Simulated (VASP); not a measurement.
An input for Quantum ESPRESSO's pw.x (written as the equivalent of a VASP run, and not itself run):

```
&CONTROL
  calculation = 'scf'
  pseudo_dir = './pseudo'
  outdir = './out'
  tprnfor = .true.
  tstress = .true.
/
&SYSTEM
  ibrav = 0
  nat = 2
  ntyp = 2
  ecutwfc = 84
  occupations = 'smearing'
  smearing = 'gaussian'
  degauss = 0.003675
  input_dft = 'pbe'
/
&ELECTRONS
  conv_thr = 7.3e-09
  electron_maxstep = 100
/
ATOMIC_SPECIES
  Al 26.982 Al.upf
  As 74.922 As.upf
CELL_PARAMETERS angstrom
     0.0000000    2.8662856    2.8662856
     2.8662856    0.0000000    2.8662856
     2.8662856    2.8662856    0.0000000
ATOMIC_POSITIONS crystal
  Al   0.0000000  0.0000000  0.0000000
  As   0.2500000  0.2500000  0.2500000
K_POINTS automatic
  8 8 8 0 0 0
```

### Question
Write the VASP files for the same calculation (PBE).

### Answer
Several could match; the one computed here: 
INCAR:
```
# general
SYSTEM  = AlAs
PREC    = Accurate
ENCUT   = 520   # plane-wave cut-off (eV)
LREAL   = .FALSE.   # projection in real space or not
LASPH   = .TRUE.

# electronic loop
EDIFF   = 1E-7
NELM    = 100   # most electronic steps
ALGO    = Normal
LMAXMIX = 4

# smearing
ISMEAR  = 0
SIGMA   = 0.05   # width (eV)

# functional
GGA     = PE

# ions
ISIF    = 2   # forces and stress, cell fixed

# output
LWAVE   = .FALSE.
LCHARG  = .FALSE.
```

### POSCAR
```
AlAs
1
    0.0000000000     2.8662855831     2.8662855831
    2.8662855831     0.0000000000     2.8662855831
    2.8662855831     2.8662855831     0.0000000000
Al As
1 1
Direct
  0.0000000000   0.0000000000   0.0000000000
  0.2500000000   0.2500000000   0.2500000000
```

File KPOINTS:
```
Automatic mesh
0
G
8 8 8
```

POTCAR, in this order: Al As (PBE.64 set). Program: vasp_std.

Limits of the translation: the potentials are each code's own (VASP's PAW set, PseudoDojo norm-conserving files in pw.x), so ENCUT and ecutwfc are chosen apart and not converted; conv_thr bounds pw.x's estimated SCF error, while EDIFF bounds the energy change between steps.

The compound is AlAs in the zinc blende structure. It was relaxed first.
